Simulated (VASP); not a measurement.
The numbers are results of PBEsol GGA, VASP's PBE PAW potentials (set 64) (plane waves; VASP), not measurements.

VASP ran on this input.

### KPOINTS
```
k-points along high-symmetry lines
15
Line-mode
Reciprocal
  0.000000   0.000000   0.000000 ! GAMMA
  0.000000   0.500000   0.000000 ! X

  0.000000   0.500000   0.000000 ! X
  0.500000   0.500000   0.000000 ! M

  0.500000   0.500000   0.000000 ! M
  0.000000   0.000000   0.000000 ! GAMMA

  0.000000   0.000000   0.000000 ! GAMMA
  0.500000   0.500000   0.500000 ! R

  0.500000   0.500000   0.500000 ! R
  0.000000   0.500000   0.000000 ! X

  0.500000   0.500000   0.500000 ! R
  0.500000   0.500000   0.000000 ! M
```

INCAR:
```
SYSTEM = CaMg3O4
PREC = Accurate
ENCUT = 520
EDIFF = 1E-7
NELM = 100
ALGO = Normal
LREAL = .FALSE.
LASPH = .TRUE.
ISMEAR = 0
SIGMA = 0.05
GGA = PS
LWAVE = .FALSE.
LCHARG = .FALSE.
LORBIT = 11
ICHARG = 11
```

**POSCAR**
```
CaMg3O4
1.0
  4.3992455563   0.0000000000   0.0000000000
  0.0000000000   4.3992455563   0.0000000000
  0.0000000000   0.0000000000   4.3992455563
Mg O Ca
3 4 1
Cartesian
  0.0000000000   0.0000000000   0.0000000000
  2.1996227782   2.1996227782   0.0000000000
  2.1996227782   0.0000000000   2.1996227782
  2.1996227782   2.1996227782   2.1996227782
  0.0000000000   0.0000000000   2.1996227782
  0.0000000000   2.1996227782   0.0000000000
  2.1996227782   0.0000000000   0.0000000000
  0.0000000000   2.1996227782   2.1996227782
```

POTCAR, in this order: Mg O Ca_sv (PBE.64 set). Program: vasp_std. Read from the step before: CHGCAR.

**Question.** What will the output report for the number of irreducible k-points (NKPTS), number of bands (NBANDS), largest plane-wave count, number of space-group operations, FFT grid (NGX, NGY, NGZ)?

**Answer.** 
The number of irreducible k-points (NKPTS) is 90 and the number of bands (NBANDS) is 25. The largest plane-wave count is 2320. The number of space-group operations comes out as 48 and the FFT grid (NGX, NGY, NGZ) is 36 × 36 × 36.

The structure was generated: CaMg3O4 was put into an ordered model structure (Pm-3m), which need not be its known phase. It was relaxed first.
